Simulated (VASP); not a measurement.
Here is a VASP 6.6.1 calculation.

INCAR

```
SYSTEM = Na2ZrS2
ALGO     = Fast           ! electronic algorithm
EDIFF    = 1E-7           ! SCF threshold, eV
EDIFFG   = -0.01          ! ionic threshold
ENCUT    = 600            ! plane-wave cutoff, eV
GGA      = PE             ! functional
IBRION   = 2              ! ionic algorithm
ISIF     = 3              ! what is computed and relaxed
ISMEAR   = -1             ! smearing method
LASPH    = .TRUE.         ! aspherical terms in the spheres
LCHARG   = .FALSE.        ! write CHGCAR
LREAL    = .FALSE.        ! projectors in reciprocal space
LWAVE    = .FALSE.        ! write WAVECAR
NELM     = 100            ! most SCF steps
NSW      = 60             ! ionic steps
PREC     = Accurate       ! precision mode
SIGMA    = 0.05           ! smearing width, eV
```

The input KPOINTS:

```
k-points
0
G
  6 6 6
  0 0 0
```

Contents of POSCAR:

```
Na2ZrS2
1.0
   -2.4761800000      2.4761800000      4.0403500000
    2.4761800000     -2.4761800000      4.0403500000
    2.4761800000      2.4761800000     -4.0403500000
Na Zr S
2 1 2
Direct
    0.3567700000      0.3567700000      0.0000000000
    0.6432300000      0.6432300000      0.0000000000
    0.0000000000      0.0000000000      0.0000000000
    0.7500000000      0.2500000000      0.5000000000
    0.2500000000      0.7500000000      0.5000000000
```

Potentials or basis: VASP PAW PBE potentials, release 64 (Na_pv, Zr_sv, S).

The run is started by

```bash
$ cat potpaw_PBE.64/Na_pv/POTCAR potpaw_PBE.64/Zr_sv/POTCAR potpaw_PBE.64/S/POTCAR > POTCAR
$ mpirun -np 1 vasp_std > vasp.out
```

(1) Estimate the relaxed volume.

(2) Estimate the band gap on the k mesh.

Answers

(1) 19.42 Å³/atom.

(2) none (metal or under the smearing width).
